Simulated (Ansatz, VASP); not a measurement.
# Zn16Si8Ge8N31 (V_N2) in two plane-wave programs

Wanted: the spread between two codes on one cell, functional and k mesh. The structure shown is the start of the Ansatz relaxation below; VASP solves that cell, so the two are compared at the walk's first step.

Method: plane waves, with VASP 6.6.1 beside it; single point at PBEsol, in Ansatz 0.2.0.

### 1. Starting point

The cell holds 63 atoms: 16 Zn, 8 Si, 8 Ge and 31 N. Its edges and angles: a = 9.739 Å, b = 9.707 Å, c = 9.739 Å, α = 113.3°, β = 116.9°, γ = 98.8°. It derives from Zn2SiGeN4 (Zn2SiGeN4 (P2_1)). Nearest the centre at fractional (0.270, 0.375, 0.507): Si22 at 1.76 Å, Ge25 at 1.82 Å, Zn13 at 2.00 Å, Zn9 at 2.08 Å, N41 at 2.79 Å, N46 at 2.88 Å, N57 at 2.89 Å, N35 at 3.05 Å. The cell carries charge +3.

Structure file:

```xyz
63
Lattice="-5.3666 5.0986 6.3291 5.3186 -5.0986 6.3199 5.3666 5.0986 -6.3291" Properties=species:S:1:pos:R:3 pbc="T T T"
Zn    0.4504    0.0022    2.3735
Zn    5.7759   -0.0174    2.3565
Zn    0.4190    5.1420    2.3056
Zn    0.3773   -0.0199    8.6890
Zn    4.8912    2.5518   -2.3378
Zn    4.9184   -2.5306    4.0150
Zn   -0.4465    2.5888    4.0194
Zn    4.8884    2.5300    3.9634
Zn    2.1750    2.6043   -0.8090
Zn    7.5124    2.5740   -0.7305
Zn    2.1648    7.6718   -0.8092
Zn    2.1632    2.6196    5.5860
Zn    3.1383    0.0618    0.7263
Zn    8.4864    0.0510    0.8057
Zn    3.1299    5.1523    0.7241
Zn    3.1051    0.0573    7.0511
Si    0.3699    0.0625    5.5794
Si    5.7078    0.0665    5.5438
Si    0.4149    5.1237    5.5229
Si    0.3552   -0.0243   11.8556
Si   -0.3942    2.5610    0.8170
Si    4.9573    2.5224    0.7743
Si   -0.3789    7.6400    0.7331
Si   -0.4723    2.5720    7.1117
Ge    2.2674    2.5612    2.2998
Ge    7.5557    2.5697    2.3555
Ge    2.2770    7.7275    2.3587
Ge    2.2207    2.6046    8.7108
Ge    3.0526    5.1498   -2.3791
Ge    3.0344   -0.0022    3.9718
Ge   -2.2545    5.1608    4.0198
Ge    3.1036    5.1351    3.9500
N     2.3192   -0.7073    2.4392
N     7.6726   -0.6748    2.4818
N     2.3192    4.4897    2.4330
N     2.2946   -0.6690    8.7185
N     3.0314    7.0155   -2.4902
N     2.9667    1.8774    3.9060
N    -2.3206    6.9615    3.9193
N     2.9741    6.9884    3.9165
N     5.6431    1.7809   -0.5762
N     5.6818   -3.3185    5.6903
N     0.2491    1.7759    5.7333
N     5.6626    1.8074    5.6761
N    -0.3123    4.3409    0.5720
N     5.0479    4.2973    0.5777
N    -0.3097    9.4688    0.5992
N    -0.3446    4.2783    6.9260
N     2.0455    4.6351   -0.8988
N     2.0610   -0.4766    5.4916
N    -3.3283    4.6315    5.4690
N     2.0159    4.6034    5.4113
N     3.2457   -3.0114    7.2311
N    -2.0788    2.0968    7.2079
N     3.2938    2.0555    7.2049
N     0.4632    2.0312    2.1702
N     5.8111    2.0839    2.2497
N     0.4386    7.1842    2.2382
N     0.4731    2.0983    8.5189
N     4.8300    4.6250   -2.2379
N     4.8465   -0.5117    4.1541
N    -0.4689    4.5961    4.1543
N     4.8775    4.6333    4.1402
```

### 2. Ansatz: relaxation, PBEsol

Ansatz runs on its default PAW (the set named soft_2) files.

The two programs are compared at the cell with which this relaxation starts, whose forces are those of its first step.

input.yaml reads:

```yaml
crystal:
  lattice:
    - [-5.36661122, 5.09864246, 6.32911031]
    - [5.31860593, -5.09864246, 6.31988646]
    - [5.36661122, 5.09864246, -6.32911031]
  atoms:
    - { symbol: Zn, position: [0.18869047, 0.22545839, 0.04211986] }
    - { symbol: Zn, position: [0.18869047, 0.72545839, 0.54211986] }
    - { symbol: Zn, position: [0.68869047, 0.22545839, 0.54211986] }
    - { symbol: Zn, position: [0.68869047, 0.72545839, 0.04211986] }
    - { symbol: Zn, position: [0.06666147, 0.27454161, 0.71323207] }
    - { symbol: Zn, position: [0.06666147, 0.77454161, 0.21323207] }
    - { symbol: Zn, position: [0.56666147, 0.27454161, 0.21323207] }
    - { symbol: Zn, position: [0.56666147, 0.77454161, 0.71323207] }
    - { symbol: Zn, position: [0.19241216, 0.14437945, 0.45812033] }
    - { symbol: Zn, position: [0.19241216, 0.64437945, 0.95812033] }
    - { symbol: Zn, position: [0.69241216, 0.14437945, 0.95812033] }
    - { symbol: Zn, position: [0.69241216, 0.64437945, 0.45812033] }
    - { symbol: Zn, position: [0.06374087, 0.35562055, 0.29803271] }
    - { symbol: Zn, position: [0.06374087, 0.85562055, 0.79803271] }
    - { symbol: Zn, position: [0.56374087, 0.35562055, 0.79803271] }
    - { symbol: Zn, position: [0.56374087, 0.85562055, 0.29803271] }
    - { symbol: Si, position: [0.44115138, 0.47666955, 0.03922638] }
    - { symbol: Si, position: [0.44115138, 0.97666955, 0.53922638] }
    - { symbol: Si, position: [0.94115138, 0.47666955, 0.53922638] }
    - { symbol: Si, position: [0.94115138, 0.97666955, 0.03922638] }
    - { symbol: Si, position: [0.31255682, 0.02333045, 0.21448183] }
    - { symbol: Si, position: [0.31255682, 0.52333045, 0.71448183] }
    - { symbol: Si, position: [0.81255682, 0.02333045, 0.71448183] }
    - { symbol: Si, position: [0.81255682, 0.52333045, 0.21448183] }
    - { symbol: Ge, position: [0.43894015, 0.39712448, 0.46566064] }
    - { symbol: Ge, position: [0.43894015, 0.89712448, 0.96566064] }
    - { symbol: Ge, position: [0.93894015, 0.39712448, 0.96566064] }
    - { symbol: Ge, position: [0.93894015, 0.89712448, 0.46566064] }
    - { symbol: Ge, position: [0.31853616, 0.10287552, 0.79181566] }
    - { symbol: Ge, position: [0.31853616, 0.60287552, 0.29181566] }
    - { symbol: Ge, position: [0.81853616, 0.10287552, 0.29181566] }
    - { symbol: Ge, position: [0.81853616, 0.60287552, 0.79181566] }
    - { symbol: "N", position: [0.12875372, 0.41063022, 0.15287728] }
    - { symbol: "N", position: [0.12875372, 0.91063022, 0.65287728] }
    - { symbol: "N", position: [0.62875372, 0.41063022, 0.65287728] }
    - { symbol: "N", position: [0.62875372, 0.91063022, 0.15287728] }
    - { symbol: "N", position: [0.49224706, 0.08936978, 0.9681235] }
    - { symbol: "N", position: [0.49224706, 0.58936978, 0.4681235] }
    - { symbol: "N", position: [0.99224706, 0.08936978, 0.4681235] }
    - { symbol: "N", position: [0.99224706, 0.58936978, 0.9681235] }
    - { symbol: "N", position: [0.12515923, 0.48027589, 0.70330667] }
    - { symbol: "N", position: [0.12515923, 0.98027589, 0.20330667] }
    - { symbol: "N", position: [0.62515923, 0.48027589, 0.20330667] }
    - { symbol: "N", position: [0.62515923, 0.98027589, 0.70330667] }
    - { symbol: "N", position: [0.47303078, 0.01972411, 0.39488334] }
    - { symbol: "N", position: [0.47303078, 0.51972411, 0.89488334] }
    - { symbol: "N", position: [0.97303078, 0.01972411, 0.89488334] }
    - { symbol: "N", position: [0.97303078, 0.51972411, 0.39488334] }
    - { symbol: "N", position: [0.38197879, 0.1246137, 0.64492176] }
    - { symbol: "N", position: [0.38197879, 0.6246137, 0.14492176] }
    - { symbol: "N", position: [0.88197879, 0.1246137, 0.14492176] }
    - { symbol: "N", position: [0.88197879, 0.6246137, 0.64492176] }
    - { symbol: "N", position: [0.27030806, 0.3753863, 0.50736509] }
    - { symbol: "N", position: [0.27030806, 0.8753863, 0.00736509] }
    - { symbol: "N", position: [0.77030806, 0.3753863, 0.00736509] }
    - { symbol: "N", position: [0.77030806, 0.8753863, 0.50736509] }
    - { symbol: "N", position: [0.3767469, 0.21970027, 0.24678625] }
    - { symbol: "N", position: [0.3767469, 0.71970027, 0.74678625] }
    - { symbol: "N", position: [0.8767469, 0.21970027, 0.74678625] }
    - { symbol: "N", position: [0.8767469, 0.71970027, 0.24678625] }
    - { symbol: "N", position: [0.27708598, 0.28029973, 0.90704663] }
    - { symbol: "N", position: [0.27708598, 0.78029973, 0.40704663] }
    - { symbol: "N", position: [0.77708598, 0.28029973, 0.40704663] }
    - { symbol: "N", position: [0.77708598, 0.78029973, 0.90704663] }
  supercell: [1, 1, 1]
  defects: [{ vacancy: 52 }]
total_charge: 3
basis:
  ecutwfc: 420
  xc_grid: 2
hamiltonian:
  xc: pbesol
kpoints:
  mp_grid: { grid: [1, 1, 1], shift: [0.25, 0.25, 0.25] }
scf:
  occupations: { method: fixed }
  max_iter: 60
output:
  forces: true
  charged_corrections:
    epsilon: [5.53, 5.63, 5.55]
    static_epsilon: [[10.06, 0.0, 0.06], [0.0, 10.59, 0.0], [0.06, 0.0, 9.8]]
relax:
  f_tol: 0.02
  max_steps: 80
  random_displacement: { amplitude: 0.05, seed: 1566 }
checkpoint:
  write: "../qp3.relax.run"
  compress: false
  write_wavefunctions: true
  write_every: 100000
```

The run is started by

```bash
$ ansatz run input.yaml --threads 4 --pin off --max-ram 7536MiB --backend cpu --events-out ev --progress --plain --runs-dir out
```

Numbers of over 12 decimals in the logs are rounded to 6 here.

The program printed:

```text
Engine: ansatz 0.2.0, aarch64-unknown-linux-gnu
Pseudopotentials: kind: paw
Pseudopotential: Zn, paw, valence charge 12, recommended cutoff 420 eV (normal), Zn.paw.azcp
Pseudopotential: Si, paw, valence charge 4, recommended cutoff 420 eV (normal), Si.paw.azcp
Pseudopotential: Ge, paw, valence charge 14, recommended cutoff 420 eV (normal), Ge.paw.azcp
Pseudopotential: N, paw, valence charge 5, recommended cutoff 420 eV (normal), N.paw.azcp
Functional definition: PBEsol
  exchange = pbesol_x
  correlation = pbesol_c
Crystal: 63 atoms, lattice volume = 689.116 Å³
Basis set: ecut = 420 eV, 13461 PW (Γ), exchange–correlation on 144×144×144 points (8 copies of the dense FFT grid, shifted against one another)
Bands: 307, of which v1, the nominal top of the filled ones, is band 244 counted from 1 (243 counted from 0)
Symmetry: 1 space group operations
k-points: 1
Non-local potential: Zn, projectors of the file, l = 0: 2, l = 1: 2, l = 2: 3, l = 3: 1
Non-local potential: Si, projectors of the file, l = 0: 2, l = 1: 2, l = 2: 2
Non-local potential: Ge, projectors of the file, l = 0: 2, l = 1: 2, l = 2: 3, l = 3: 1
Non-local potential: N, projectors of the file, l = 0: 2, l = 1: 2, l = 2: 1
PAW form: soft (Blöchl's): semilocal exchange-correlation on the pseudo side does not see the compensation charge
PAW frozen core: Zn, regenerated for the run's functional, and the local potential with it (the file was generated under x = pbe(κ = 0.804, μ = 0.219515), c = pbe(β = 0.066725))
PAW frozen core: Si, regenerated for the run's functional, and the local potential with it (the file was generated under x = pbe(κ = 0.804, μ = 0.219515), c = pbe(β = 0.066725))
PAW frozen core: Ge, regenerated for the run's functional, and the local potential with it (the file was generated under x = pbe(κ = 0.804, μ = 0.219515), c = pbe(β = 0.066725))
PAW frozen core: N, regenerated for the run's functional, and the local potential with it (the file was generated under x = pbe(κ = 0.804, μ = 0.219515), c = pbe(β = 0.066725))
PAW one-centre angular grid: Zn, 590 points (default); XC on 64 Gauss nodes
PAW one-centre angular grid: Si, 110 points (default); XC on 64 Gauss nodes
PAW one-centre angular grid: Ge, 590 points (default); XC on 64 Gauss nodes
PAW one-centre angular grid: N, 110 points (default); XC on 64 Gauss nodes
Initial density: superposition of atomic densities (neutral atoms scaled as one to the charged cell's electrons: chi_scale 0, normalization atom), corrected by the library's trained network
Initial wavefunctions: pseudopotential atomic-orbital guess
Functional: x = pbesol(κ = 0.804, μ = 0.123457), c = pbesol(β = 0.046)
SCF iter   1: F=—  HF=-103291.876293 eV  |F-HF|=—  |Δ(HF+E_count)|=         —  Δρ=2.77e-2  dr2=8.02e0  ethr=1.77e-3  ⟨swp⟩=5.0  Hψ=991  notcnv=0  defer=60
preconditioner: auto → Resta (q_TF=auto, 2.576 Å⁻¹)  ε∞=4.9  [insulator: Δε(μ)=0.443 eV  Ē_g=15.746 eV  n_scr=188 (ndim 8)  ℏωp=31.2 eV  f_vac=0.000  ε∞_Penn≈4.9]
SCF iter   2: F=—  HF=-103290.008157 eV  |F-HF|=—  |Δ(HF+E_count)|=    1.87e0  Δρ=8.55e-3  dr2=6.40e-1  ethr=1.64e-3  ⟨swp⟩=3.0  Hψ=462  notcnv=0  defer=61
SCF iter   3: F=—  HF=-103289.765710 eV  |F-HF|=—  |Δ(HF+E_count)|=   2.42e-1  Δρ=5.86e-3  dr2=3.45e-1  ethr=1.31e-4  ⟨swp⟩=3.0  Hψ=427  notcnv=0  defer=61
SCF iter   4: F=—  HF=-103289.709857 eV  |F-HF|=—  |Δ(HF+E_count)|=   5.59e-2  Δρ=3.49e-3  dr2=1.39e-1  ethr=7.08e-5  ⟨swp⟩=3.0  Hψ=408  notcnv=0  defer=61
SCF iter   5: F=—  HF=-103289.707066 eV  |F-HF|=—  |Δ(HF+E_count)|=   2.79e-3  Δρ=2.21e-3  dr2=3.19e-2  ethr=2.84e-5  ⟨swp⟩=2.0  Hψ=328  notcnv=0  defer=61
SCF iter   6: F=—  HF=-103289.706913 eV  |F-HF|=—  |Δ(HF+E_count)|=   1.52e-4  Δρ=9.71e-4  dr2=6.36e-3  ethr=6.53e-6  ⟨swp⟩=2.0  Hψ=400  notcnv=0  defer=61
SCF iter   7: F=—  HF=-103289.706207 eV  |F-HF|=—  |Δ(HF+E_count)|=   7.06e-4  Δρ=5.42e-4  dr2=2.91e-3  ethr=1.30e-6  ⟨swp⟩=2.0  Hψ=433  notcnv=0  defer=61
SCF iter   8: F=—  HF=-103289.705766 eV  |F-HF|=—  |Δ(HF+E_count)|=   4.41e-4  Δρ=1.48e-4  dr2=1.97e-4  ethr=5.96e-7  ⟨swp⟩=3.0  Hψ=441  notcnv=0  defer=61
SCF iter   9: F=—  HF=-103289.705750 eV  |F-HF|=—  |Δ(HF+E_count)|=   1.53e-5  Δρ=6.50e-5  dr2=3.18e-5  ethr=4.04e-8  ⟨swp⟩=2.0  Hψ=383  notcnv=0  defer=61
SCF iter  10: F=—  HF=-103289.705756 eV  |F-HF|=—  |Δ(HF+E_count)|=   5.91e-6  Δρ=4.55e-5  dr2=1.54e-5  ethr=2.05e-9  ⟨swp⟩=4.0  Hψ=958  notcnv=0
SCF iter  11: F=-103289.705755 eV  HF=-103289.705757 eV  |F-HF|=1.74e-6  |Δ(HF+E_count)|=   3.49e-7  Δρ=1.85e-5  dr2=2.79e-6  ethr=2.05e-9  ⟨swp⟩=4.0  Hψ=795  notcnv=0
SCF 1 converged in 11 iterations: F = -103289.705755 eV  dr2 = 2.79e-6
  greatest PAW one-centre occupation: 0.999 electrons in one spin orbital (limit 2), on the Ge atom at site 28 (counted from 0), in its partial waves of l = 2
[...]
F (periodic)     = -103292.978121  (uncorrected; the corrections below are reported, never added to it)
  E_corr1          = +2.087709  (monopole, q²α_M/2ε̄L, of the cell on which ε is isotropic)
  F Makov-Payne    = -103290.890411  (F + E_corr1; no measured alignment; for a localised charge, not one spread in a band: unchecked)
  no potential alignment in this run, which stands beside a crystal: run the host's input off ansatz write-host-input, and read the two finished runs by ansatz place-levels (neither reads a slab, a wire or a sheet, whose cell leaves a vacuum)
--- Band table (eV) ---
  k-point 0: bands = [... 240 lower, 8.9268, 8.9487, 8.9695, 9.0192, 10.9015, 12.5759, 12.9787, 13.0612, ... 59 higher]
--- Relaxed structure (7 steps of the walk, 7 accepted, 0 SCFs on fresh bases) ---
  F+E_penalty+E_count = -103292.97812067 eV   max|allowed force component| = 1.025e-2 eV/Å
  atoms:
    - { symbol: Zn, position: [0.184797, 0.223430, 0.036208] }
    - { symbol: Zn, position: [0.187264, 0.726838, 0.540736] }
    - { symbol: Zn, position: [0.692181, 0.219791, 0.541642] }
    - { symbol: Zn, position: [0.694936, 0.730578, 0.046809] }
    - { symbol: Zn, position: [0.067411, 0.272205, 0.715384] }
    - { symbol: Zn, position: [0.065307, 0.769834, 0.212374] }
    - { symbol: Zn, position: [0.574653, 0.274415, 0.208526] }
    - { symbol: Zn, position: [0.570853, 0.777124, 0.717749] }
    - { symbol: Zn, position: [0.177939, 0.100676, 0.444824] }
    - { symbol: Zn, position: [0.193395, 0.649696, 0.967362] }
    - { symbol: Zn, position: [0.690788, 0.142881, 0.953812] }
    - { symbol: Zn, position: [0.697729, 0.650453, 0.461120] }
    - { symbol: Zn, position: [0.025272, 0.349822, 0.260788] }
    - { symbol: Zn, position: [0.064470, 0.856558, 0.798044] }
    - { symbol: Zn, position: [0.560619, 0.352968, 0.793175] }
    - { symbol: Zn, position: [0.564612, 0.855129, 0.298257] }
    - { symbol: Si, position: [0.441243, 0.475025, 0.043519] }
    - { symbol: Si, position: [0.443367, 0.975777, 0.539770] }
    - { symbol: Si, position: [0.937982, 0.476542, 0.536688] }
    - { symbol: Si, position: [0.942219, 0.976990, 0.038614] }
    - { symbol: Si, position: [0.314598, 0.019487, 0.214451] }
    - { symbol: Si, position: [0.322307, 0.560394, 0.766041] }
    - { symbol: Si, position: [0.813176, 0.023075, 0.715667] }
    - { symbol: Si, position: [0.811742, 0.526227, 0.213931] }
    - { symbol: Ge, position: [0.474515, 0.397831, 0.452316] }
    - { symbol: Ge, position: [0.443461, 0.905388, 0.972439] }
    - { symbol: Ge, position: [0.937685, 0.396082, 0.962264] }
    - { symbol: Ge, position: [0.938394, 0.896640, 0.468175] }
    - { symbol: Ge, position: [0.317594, 0.103090, 0.791982] }
    - { symbol: Ge, position: [0.315964, 0.603195, 0.290572] }
    - { symbol: Ge, position: [0.819091, 0.102757, 0.293872] }
    - { symbol: Ge, position: [0.823086, 0.607807, 0.796092] }
    - { symbol: N, position: [0.129058, 0.409529, 0.152098] }
    - { symbol: N, position: [0.129560, 0.910819, 0.653572] }
    - { symbol: N, position: [0.631756, 0.410649, 0.653166] }
    - { symbol: N, position: [0.629518, 0.910929, 0.153597] }
    - { symbol: N, position: [0.493879, 0.091157, 0.966757] }
    - { symbol: N, position: [0.489712, 0.590569, 0.470093] }
    - { symbol: N, position: [0.992438, 0.090235, 0.470661] }
    - { symbol: N, position: [0.993306, 0.589698, 0.968750] }
    - { symbol: N, position: [0.122229, 0.474641, 0.697857] }
    - { symbol: N, position: [0.127007, 0.980397, 0.202457] }
    - { symbol: N, position: [0.626867, 0.482469, 0.206918] }
    - { symbol: N, position: [0.625937, 0.979592, 0.704338] }
    - { symbol: N, position: [0.474543, 0.019446, 0.395725] }
    - { symbol: N, position: [0.475731, 0.521344, 0.899170] }
    - { symbol: N, position: [0.973892, 0.019566, 0.895343] }
    - { symbol: N, position: [0.973173, 0.521467, 0.395468] }
    - { symbol: N, position: [0.382047, 0.125010, 0.644371] }
    - { symbol: N, position: [0.381978, 0.624435, 0.145597] }
    - { symbol: N, position: [0.882889, 0.123476, 0.147036] }
    - { symbol: N, position: [0.881828, 0.625002, 0.645171] }
    - { symbol: N, position: [0.270523, 0.873832, 0.00566133] }
    - { symbol: N, position: [0.769745, 0.376440, 0.00647208] }
    - { symbol: N, position: [0.769321, 0.876008, 0.507622] }
    - { symbol: N, position: [0.374301, 0.213409, 0.236586] }
    - { symbol: N, position: [0.377987, 0.723039, 0.747709] }
    - { symbol: N, position: [0.877448, 0.218889, 0.746770] }
    - { symbol: N, position: [0.877476, 0.721789, 0.247972] }
    - { symbol: N, position: [0.277833, 0.280510, 0.907695] }
    - { symbol: N, position: [0.277764, 0.780584, 0.408317] }
    - { symbol: N, position: [0.776841, 0.280257, 0.407241] }
    - { symbol: N, position: [0.778222, 0.781467, 0.908598] }
```

(Continued in part 2 of 4.)

[Lines on the potential files, build, host, timing and source positions are cut from VASP's logs without a mark.]

[Logs are printed without paths, hosts, clocks, repeated set-up lines and the standing remarks that a program may print on its own settings, such as how far it seeks lower states.]

[Hosts, paths, dates, database ids (printed as entryN), source tags and the programs' standing remarks are cut or masked in the printed files.]
